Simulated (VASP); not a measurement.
These are LDA (Ceperley-Alder, Perdew-Zunger), VASP's LDA PAW potentials (set 64) (plane waves; VASP) values and carry that method's errors.

VASP input:

File KPOINTS:
```
kpoints
0
gamma
  5 5 5
0 0 0
```

File POSCAR:
```
FeGe
1.0
  4.3234343833   0.0000000000   0.0000000000
  0.0000000000   4.3234343833   0.0000000000
  0.0000000000   0.0000000000   4.3234343833
Fe Ge
4 4
Cart
  3.7136237094   2.7715278655   1.5519065178
  1.5519065178   3.7136237094   2.7715278655
  0.6098106739   0.6098106739   0.6098106739
  2.7715278655   1.5519065178   3.7136237094
  0.6862301012   1.4754870904   2.8479472929
  2.8479472929   0.6862301012   1.4754870904
  3.6372042821   3.6372042821   3.6372042821
  1.4754870904   2.8479472929   0.6862301012
```

INCAR:
```
# general
SYSTEM   =  FeGe
PREC     =  Accurate
ENCUT    =  500
LREAL    =  .False.   # projection in real space or not
LASPH    =  .True.   # aspherical one-centre terms

# electronic loop
EDIFF    =  1E-6
NELM     =  100
ALGO     =  Normal
LMAXMIX  =  4   # l cut-off of mixed one-centre charges

# smearing
ISMEAR   =  0
SIGMA    =  0.05

# ions
IBRION   =  2
NSW      =  40   # most ionic steps
ISIF     =  3   # ions, shape and volume
EDIFFG   =  -0.02   # ionic stop
PSTRESS  =  450

# output
LWAVE    =  .False.
LCHARG   =  .False.
```

POTCAR, in this order: Fe Ge_d (LDA.64 set). Program: vasp_std.

The resulting files:

**OSZICAR**
```
       N       E                     dE             d eps       ncg     rms          rms(c)
DAV:   1     0.989403083442E+03    0.98940E+03   -0.35253E+04  1284   0.456E+03
DAV:   2     0.160512961822E+03   -0.82889E+03   -0.80412E+03  1144   0.993E+02
DAV:   3    -0.463114994363E+02   -0.20682E+03   -0.19777E+03  1144   0.309E+02
DAV:   4    -0.630179780558E+02   -0.16706E+02   -0.16464E+02  1432   0.101E+02
DAV:   5    -0.635140567605E+02   -0.49608E+00   -0.49435E+00  1420   0.204E+01    0.314E+01
DAV:   6    -0.632089203065E+02    0.30514E+00   -0.75276E+01  1556   0.749E+01    0.165E+01
DAV:   7    -0.586707543797E+02    0.45382E+01   -0.34015E+01  1388   0.564E+01    0.936E+00
DAV:   8    -0.583202583622E+02    0.35050E+00   -0.29110E+00  1452   0.125E+01    0.167E+00
DAV:   9    -0.582863643025E+02    0.33894E-01   -0.24970E-01  1476   0.568E+00    0.531E-01
DAV:  10    -0.582841384494E+02    0.22259E-02   -0.22721E-02  1352   0.135E+00    0.240E-01
DAV:  11    -0.582836028380E+02    0.53561E-03   -0.35410E-03  1564   0.841E-01    0.111E-01
DAV:  12    -0.582836464705E+02   -0.43633E-04   -0.42822E-04  1596   0.185E-01    0.578E-02
DAV:  13    -0.582836006193E+02    0.45851E-04   -0.19192E-04  1704   0.183E-01    0.140E-02
DAV:  14    -0.582836017252E+02   -0.11058E-05   -0.18005E-05  1356   0.330E-02    0.500E-03
DAV:  15    -0.582836015353E+02    0.18986E-06   -0.14684E-06   676   0.169E-02
   1 F= -.35585552E+02 E0= -.35582977E+02  d E =-.355856E+02
```

File OUTCAR:
```
------------------------ aborting loop because EDIFF is reached ----------------------------------------
  FORCE on cell =-STRESS in cart. coord.  units (eV):
  Direction    XX          YY          ZZ          XY          YZ          ZX
  --------------------------------------------------------------------------------------
  Total       22.6693341     22.6693341     22.6693341     -0.0000000     -0.0000000      0.0000000
  in kB      449.4306949    449.4306949    449.4306949     -0.0000000     -0.0000000      0.0000000
  external PRESSURE =      -0.5693051 kB  Pullay stress =     450.0000000 kB
  volume of cell :       80.81
      direct lattice vectors                 reciprocal lattice vectors
     4.323434383  0.000000000  0.000000000     0.231297601  0.000000000  0.000000000
     0.000000000  4.323434383  0.000000000     0.000000000  0.231297601  0.000000000
     0.000000000  0.000000000  4.323434383     0.000000000  0.000000000  0.231297601
 POSITION                                       TOTAL-FORCE (eV/Angst)
 -----------------------------------------------------------------------------------
      3.71362      2.77153      1.55191        -0.002723      0.002723     -0.002723
      1.55191      3.71362      2.77153        -0.002723     -0.002723      0.002723
      0.60981      0.60981      0.60981         0.002723      0.002723      0.002723
      2.77153      1.55191      3.71362         0.002723     -0.002723     -0.002723
      0.68623      1.47549      2.84795         0.005752     -0.005752      0.005752
      2.84795      0.68623      1.47549         0.005752      0.005752     -0.005752
      3.63720      3.63720      3.63720        -0.005752     -0.005752     -0.005752
      1.47549      2.84795      0.68623        -0.005752      0.005752      0.005752
 -----------------------------------------------------------------------------------
    total drift:                               -0.000000      0.000000     -0.000000
  FREE ENERGIE OF THE ION-ELECTRON SYSTEM (eV)
  ---------------------------------------------------
  free  energy   TOTEN  =       -58.2836015353 eV

  energy  without entropy=      -58.2784520825  energy(sigma->0) =      -58.28102681
  enthalpy is  TOTEN    =       -35.5855515737 eV   P V=       22.6980499616

 reached required accuracy - stopping structural energy minimisation
```
(Selected blocks of OUTCAR.)

The compound is FeGe in the B20 structure. It was relaxed first under an external pressure of 45 GPa. The run is not spin-polarised, so no magnetic state was tried.
